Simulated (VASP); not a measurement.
An input for Ansatz (written as the equivalent of a VASP run, and not itself run):

Ansatz 0.2 input:
```yaml
crystal:
  lattice:
    - [0.0000000, 3.0069057, 3.0069057]
    - [3.0069057, 0.0000000, 3.0069057]
    - [3.0069057, 3.0069057, 0.0000000]
  atoms:
    - { symbol: Hf, position: [1.0000000, 1.0000000, 0.0000000] }
    - { symbol: Cu, position: [0.2500000, 0.2500000, 0.2500000] }
    - { symbol: Cu, position: [0.7500000, 0.7500000, 0.7500000] }
    - { symbol: Cu, position: [0.5000000, 0.5000000, 0.5000000] }
kpoints:
  mp_grid: { grid: [8, 8, 8] }
hamiltonian:
  xc: pbesol
  pseudopotentials: { kind: paw }
scf:
  occupations: { method: methfessel_paxton, width: 0.1 }
  max_iter: 100
relax:
  max_steps: 60
  f_tol: 0.02
  cell: {}
output: { forces: true, stress: true, eigenvalues: true }
```

**Question.** Write the VASP files for the same calculation (PBEsol).

**Answer.** This is not unique; one that fits is 
**INCAR**
```
SYSTEM = HfCu3
PREC = Accurate
ENCUT = 400
EDIFF = 1E-6
NELM = 100
ALGO = Normal
LREAL = .FALSE.
LASPH = .TRUE.
ISMEAR = 1
SIGMA = 0.1
GGA = PS
LMAXMIX = 6
LWAVE = .FALSE.
LCHARG = .FALSE.
IBRION = 2
ISIF = 3
NSW = 60
EDIFFG = -0.02
```

POSCAR:
```
HfCu3
1
    0.0000000000     3.0069056812     3.0069056812
    3.0069056812     0.0000000000     3.0069056812
    3.0069056812     3.0069056812    -0.0000000000
Hf Cu
1 3
Direct
  1.0000000000   1.0000000000   0.0000000000
  0.2500000000   0.2500000000   0.2500000000
  0.7500000000   0.7500000000   0.7500000000
  0.5000000000   0.5000000000   0.5000000000
```

**KPOINTS**
```
Automatic mesh
0
Gamma
8 8 8
0 0 0
```

POTCAR, in this order: Hf_pv Cu (PBE.64 set). Program: vasp_std.

The two are equivalent in intent, not identical: each code has its own PAW files, so the cut-off isn't converted (ENCUT is set for VASP's; basis.ecutwfc is left out, and Ansatz then takes the one that its files recommend); Ansatz stops its SCF on the density residual and VASP on the energy change (EDIFF).

The structure comes from a computed database's HfCu3 entry (Fm-3m); how it stands against other phases isn't given here. This run relaxes it. Symmetry was kept, so distortions that lower it aren't found. The start is the result of an earlier pass.
